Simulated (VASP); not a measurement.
A VASP calculation is set up with these files.

**INCAR**
```
EDIFF  =  1E-6   ! SCF stop (eV)
IBRION  =  2
SIGMA  =  0.05   ! width (eV)
PREC  =  Accurate
NSW  =  40   ! most ionic steps
ALGO  =  Normal   ! blocked Davidson
ISIF  =  3
LASPH  =  .TRUE.   ! aspherical one-centre terms
LMAXMIX  =  4
ENCUT  =  500
ISMEAR  =  0   ! Gaussian
LWAVE  =  .FALSE.
SYSTEM  =  MoSe2
LCHARG  =  .FALSE.
NELM  =  100
GGA  =  PS   ! PBEsol
PSTRESS  =  100   ! kbar
LREAL  =  .FALSE.
EDIFFG  =  -0.02
```

POSCAR:
```
MoSe2
1
    1.6109763107    -2.7902934371     0.0000000000
    1.6109763107     2.7902934371     0.0000000000
    0.0000000000     0.0000000000    12.2874032138
Mo Se
2 4
Direct
  0.3333330000   0.6666670000   0.2500000000
  0.6666670000   0.3333330000   0.7500000000
  0.3333330000   0.6666670000   0.8861662648
  0.6666670000   0.3333330000   0.3861662648
  0.6666670000   0.3333330000   0.1138337352
  0.3333330000   0.6666670000   0.6138337352
```

File KPOINTS:
```
Automatic mesh
0
Gamma
8 8 2
0 0 0
```

POTCAR, in this order: Mo_sv Se (PBE.64 set). Program: vasp_std.

Question: Translate this PBEsol calculation to Ansatz.

Answer: One equivalent input (not run):
Ansatz 0.2 input:
```yaml
crystal:
  lattice:
    - [1.6109763, -2.7902934, 0.0000000]
    - [1.6109763, 2.7902934, 0.0000000]
    - [0.0000000, 0.0000000, 12.2874032]
  atoms:
    - { symbol: Mo, position: [0.3333330, 0.6666670, 0.2500000] }
    - { symbol: Mo, position: [0.6666670, 0.3333330, 0.7500000] }
    - { symbol: Se, position: [0.3333330, 0.6666670, 0.8861663] }
    - { symbol: Se, position: [0.6666670, 0.3333330, 0.3861663] }
    - { symbol: Se, position: [0.6666670, 0.3333330, 0.1138337] }
    - { symbol: Se, position: [0.3333330, 0.6666670, 0.6138337] }
kpoints:
  mp_grid: { grid: [8, 8, 2] }
hamiltonian:
  xc: pbesol
  pseudopotentials: { kind: paw }
scf:
  occupations: { method: gaussian, width: 0.05 }
  max_iter: 100
relax:
  max_steps: 40
  f_tol: 0.02
  cell: { p_target: 10 }
output: { forces: true, stress: true, eigenvalues: true }
```
What does not carry over: each code has its own PAW files, so the cut-off isn't converted (ENCUT is set for VASP's; basis.ecutwfc is left out, and Ansatz then takes the one that its files recommend); Ansatz stops its SCF on the density residual and VASP on the energy change (EDIFF).

The compound is MoSe2 in the 2H layered structure. This run relaxes it under an external pressure of 10 GPa. Symmetry was kept, so distortions that lower it aren't found.
